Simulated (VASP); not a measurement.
Method: PBE GGA with D3 dispersion (zero damping), VASP's PBE PAW potentials (set 64) (plane waves; VASP).

The input files of a VASP run:

POSCAR:
```
WC
1.0
  1.4551179179  -2.5203382399   0.0000000000
  1.4551179179   2.5203382399   0.0000000000
  0.0000000000   0.0000000000   2.8413747071
W C
1 1
Direct
  0.0000000000   0.0000000000   1.0000000000
  0.3333330000   0.6666670000   0.5000000000
```

### KPOINTS
```
Automatic
0
gamma
  14 14 13
0 0 0
```

**INCAR**
```
ALGO=Normal
EDIFF=1E-7
EDIFFG=-0.01
ENCUT=520
GGA=PE
IBRION=2
ISIF=4
ISMEAR=1
IVDW=11
LASPH=.True.
LCHARG=.False.
LMAXMIX=6
LREAL=.False.
LWAVE=.False.
NELM=100
NSW=30
PREC=Accurate
SIGMA=0.1
SYSTEM=WC
```

POTCAR, in this order: W_sv C (PBE.64 set). Program: vasp_std.

What VASP printed:

OUTCAR:
```
 ion  position               nearest neighbor table
   1  0.000  0.000  0.000-   2 2.20   2 2.20   2 2.20   2 2.20   2 2.20   2 2.20
   2  0.333  0.667  0.500-   1 2.20   1 2.20   1 2.20   1 2.20   1 2.20   1 2.20
  LATTYP: Found a hexagonal cell.
 ALAT       =     2.9102359008
 C/A-ratio  =     0.9763382777
 Subroutine PRICEL returns:
 Original cell was already a primitive cell.
 Subroutine GETGRP returns: Found 12 space group operations
The static configuration has the point symmetry D_3h.
The dynamic configuration has the point symmetry D_3h.
 Subroutine INISYM returns: Found 12 space group operations
 Subroutine IBZKPT returns following result:
 Found    168 irreducible k-points:

 Following reciprocal coordinates:
            Coordinates               Weight
  0.000000  0.000000  0.000000      1.000000
  0.071429  0.000000  0.000000      6.000000
  0.142857  0.000000  0.000000      6.000000
  0.214286  0.000000  0.000000      6.000000
  0.285714  0.000000  0.000000      6.000000
  0.357143  0.000000  0.000000      6.000000
  0.428571  0.000000  0.000000      6.000000
  0.500000  0.000000  0.000000      3.000000
  0.071429  0.071429  0.000000      6.000000
  0.142857  0.071429  0.000000     12.000000
  0.214286  0.071429  0.000000     12.000000
  0.285714  0.071429  0.000000     12.000000
  0.357143  0.071429  0.000000     12.000000
  0.428571  0.071429  0.000000     12.000000
  0.142857  0.142857  0.000000      6.000000
  0.214286  0.142857  0.000000     12.000000
  0.285714  0.142857  0.000000     12.000000
  0.357143  0.142857  0.000000     12.000000
  0.428571  0.142857  0.000000      6.000000
  0.214286  0.214286  0.000000      6.000000
  0.285714  0.214286  0.000000     12.000000
  0.357143  0.214286  0.000000     12.000000
  0.285714  0.285714  0.000000      6.000000
  0.357143  0.285714  0.000000      6.000000
  0.000000  0.000000  0.076923      2.000000
  0.071429  0.000000  0.076923     12.000000
  0.142857  0.000000  0.076923     12.000000
  0.214286  0.000000  0.076923     12.000000
  0.285714  0.000000  0.076923     12.000000
  0.357143  0.000000  0.076923     12.000000
  0.428571  0.000000  0.076923     12.000000
  0.500000  0.000000  0.076923      6.000000
  0.071429  0.071429  0.076923     12.000000
  0.142857  0.071429  0.076923     24.000000
  0.214286  0.071429  0.076923     24.000000
  0.285714  0.071429  0.076923     24.000000
  0.357143  0.071429  0.076923     24.000000
  0.428571  0.071429  0.076923     24.000000
  0.142857  0.142857  0.076923     12.000000
  0.214286  0.142857  0.076923     24.000000
   k-points           NKPTS =    168   k-points in BZ     NKDIM =    168   number of bands    NBANDS=     13
   number of dos      NEDOS =    301   number of ions     NIONS =      2
   total plane-waves  NPLWV =  13824
   dimension x,y,z NGX =    24 NGY =   24 NGZ =   24
   dimension x,y,z NGXF=    48 NGYF=   48 NGZF=   48
   ions per type =               1   1
   PREC   = accura    normal or accurate (medium, high low for compatibility)
   ISTART =      0    job   : 0-new  1-cont  2-samecut
   ICHARG =      2    charge: 1-file 2-atom 10-const
   ISPIN  =      1    spin polarized calculation?
   LNONCOLLINEAR =      F non collinear calculations
   LSORBIT =      F    spin-orbit coupling
   INIWAV =      1    electr: 0-lowe 1-rand  2-diag
   ENCUT  =  520.0 eV  38.22 Ry    6.18 a.u.   5.41  5.41  5.28*2*pi/ulx,y,z
   NELM   =    100;   NELMIN=  2; NELMDL= -5     # of ELM steps
   EDIFF  = 0.1E-06   stopping-criterion for ELM
   LREAL  =      F    real-space projection
   NLSPLINE    = F    spline interpolate recip. space projectors
...
```

File OSZICAR:
```
       N       E                     dE             d eps       ncg     rms          rms(c)
DAV:   1     0.111932786569E+03    0.11193E+03   -0.98832E+03  4376   0.154E+03
DAV:   2    -0.214739479092E+02   -0.13341E+03   -0.12987E+03  5023   0.382E+02
DAV:   3    -0.254820198404E+02   -0.40081E+01   -0.39748E+01  5279   0.615E+01
DAV:   4    -0.255207261282E+02   -0.38706E-01   -0.38685E-01  4868   0.640E+00
DAV:   5    -0.255210449304E+02   -0.31880E-03   -0.31870E-03  5096   0.596E-01    0.322E+01
DAV:   6    -0.225372025985E+02    0.29838E+01   -0.95716E+00  4928   0.318E+01    0.855E+00
DAV:   7    -0.224722319896E+02    0.64971E-01   -0.42445E-01  4513   0.580E+00    0.609E+00
DAV:   8    -0.224463716618E+02    0.25860E-01   -0.73278E-02  4868   0.254E+00    0.875E-01
DAV:   9    -0.224450674193E+02    0.13042E-02   -0.44596E-03  4688   0.504E-01    0.143E-01
DAV:  10    -0.224450183465E+02    0.49073E-04   -0.28543E-04  5098   0.227E-01    0.809E-02
DAV:  11    -0.224450150659E+02    0.32806E-05   -0.31026E-05  4778   0.490E-02    0.113E-02
DAV:  12    -0.224450136587E+02    0.14073E-05   -0.59802E-06  4773   0.234E-02    0.416E-03
DAV:  13    -0.224450136913E+02   -0.32614E-07   -0.12475E-07  3124   0.386E-03
   1 F= -.23164681E+02 E0= -.23164685E+02  d E =-.231647E+02
       N       E                     dE             d eps       ncg     rms          rms(c)
DAV:   1    -0.224456548157E+02   -0.64116E-03   -0.37537E-02  4388   0.233E+00    0.162E-01
DAV:   2    -0.224448928248E+02    0.76199E-03   -0.15987E-03  4638   0.400E-01    0.868E-02
DAV:   3    -0.224446143355E+02    0.27849E-03   -0.54842E-04  4723   0.217E-01    0.289E-02
DAV:   4    -0.224446111594E+02    0.31761E-05   -0.26594E-05  4828   0.504E-02    0.132E-02
DAV:   5    -0.224446109297E+02    0.22968E-06   -0.23103E-06  4673   0.149E-02    0.268E-03
DAV:   6    -0.224446108863E+02    0.43368E-07   -0.32241E-07  4325   0.567E-03
   2 F= -.23164638E+02 E0= -.23164642E+02  d E =0.431119E-04
       N       E                     dE             d eps       ncg     rms          rms(c)
DAV:   1    -0.224452504126E+02   -0.63948E-03   -0.11722E-02  4388   0.130E+00    0.908E-02
DAV:   2    -0.224450118678E+02    0.23854E-03   -0.50082E-04  4638   0.224E-01    0.485E-02
DAV:   3    -0.224449256571E+02    0.86211E-04   -0.16812E-04  4713   0.120E-01    0.166E-02
DAV:   4    -0.224449242306E+02    0.14265E-05   -0.85768E-06  4828   0.286E-02    0.747E-03
DAV:   5    -0.224449239639E+02    0.26667E-06   -0.74526E-07  4643   0.853E-03    0.153E-03
DAV:   6    -0.224449239209E+02    0.43018E-07   -0.92118E-08  2411   0.319E-03
   3 F= -.23164749E+02 E0= -.23164754E+02  d E =-.679212E-04
```

OUTCAR:
```
------------------------ aborting loop because EDIFF is reached ----------------------------------------
 Edisp (eV)   -0.71983
  FORCE on cell =-STRESS in cart. coord.  units (eV):
  Direction    XX          YY          ZZ          XY          YZ          ZX
  --------------------------------------------------------------------------------------
  Total       0.00483     0.00483     0.00518    -0.00000     0.00000     0.00000
  in kB       0.37138     0.37138     0.39859    -0.00000     0.00000     0.00000
  external pressure =        0.38 kB  Pullay stress =        0.00 kB
  volume of cell :       20.84
      direct lattice vectors                 reciprocal lattice vectors
     1.454404050 -2.519101784  0.000000000     0.343783421 -0.198483445 -0.000000000
     1.454404050  2.519101784 -0.000000000     0.343783421  0.198483445 -0.000000000
     0.000000000  0.000000000  2.844164667    -0.000000000  0.000000000  0.351597083
 POSITION                                       TOTAL-FORCE (eV/Angst)
 -----------------------------------------------------------------------------------
      0.00000      0.00000      0.00000         0.000000      0.000000      0.000000
      1.45440      0.83970      1.42208        -0.000000     -0.000000      0.000000
 -----------------------------------------------------------------------------------
    total drift:                                0.000000     -0.000386      0.000000
  FREE ENERGIE OF THE ION-ELECTRON SYSTEM (eV)
  ---------------------------------------------------
  free  energy   TOTEN  =       -23.1647493756 eV

  energy  without entropy=      -23.1647631063  energy(sigma->0) =      -23.16475395

 reached required accuracy - stopping structural energy minimisation
```
(Selected blocks of OUTCAR.)

**CONTCAR**
```
WC
   1.00000000000000
     1.4544040497682340   -2.5191017839348722    0.0000000000000000
     1.4544040497682340    2.5191017839348722   -0.0000000000000000
     0.0000000000000000    0.0000000000000000    2.8441646672796845
  W               C
     1     1
Direct
     0.0000000000000000    0.0000000000000000    0.0000000000000000
     0.3333330000000032    0.6666669999999968    0.5000000000000000
```

OUTCAR:
```
 val. band max:       10.9873486992   @ k =   0.0714   0.0714   0.3846

 cond. band min:      11.0494138888   @ k =   0.5000   0.0000   0.3846


 Fermi energy:        11.0111771821

 k-point     1 :       0.0000    0.0000    0.0000
  band No.  band energies     occupation
      1     -62.9975      2.00000
      2     -26.9825      2.00000
      3     -26.8746      2.00000
      4     -26.8746      2.00000
      5      -3.4002      2.00000
      6       6.7261      2.00000
      7       7.7160      2.00000
      8       7.7160      2.00000
      9      11.0844      0.05851
     10      14.2274      0.00000
     11      14.2274      0.00000
     12      16.6082      0.00000
     13      16.6082      0.00000

 k-point     2 :       0.0714    0.0000    0.0000
  band No.  band energies     occupation
      1     -62.9946      2.00000
      2     -26.9771      2.00000
      3     -26.9167      2.00000
      4     -26.8841      2.00000
      5      -3.2666      2.00000
      6       6.7706      2.00000
      7       7.5275      2.00000
      8       7.8408      2.00000
      9      10.6852      2.00004
     10      14.1789      0.00000
     11      14.6710      0.00000
     12      16.3279      0.00000
     13      16.5138      0.00000

 k-point     3 :       0.1429    0.0000    0.0000
  band No.  band energies     occupation
      1     -62.9866      2.00000
      2     -27.0332      2.00000
      3     -26.9619      2.00000
      4     -26.9107      2.00000
      5      -2.8828      2.00000
      6       6.5656      2.00000
      7       7.3983      2.00000
      8       8.1991      2.00000
      9       9.8838      2.00000
     10      14.0458      0.00000
     11      15.5771      0.00000
     12      15.6564      0.00000
     13      16.2723      0.00000

 k-point     4 :       0.2143    0.0000    0.0000
  band No.  band energies     occupation
      1     -62.9751      2.00000
      2     -27.1981      2.00000
      3     -26.9488      2.00000
...
```

Unless said otherwise, spin-orbit coupling is left out, though it shifts the bands of the heavy elements here.

The compound is WC in the wc structure. This run relaxes it. Symmetry was kept, so distortions that lower it aren't found.
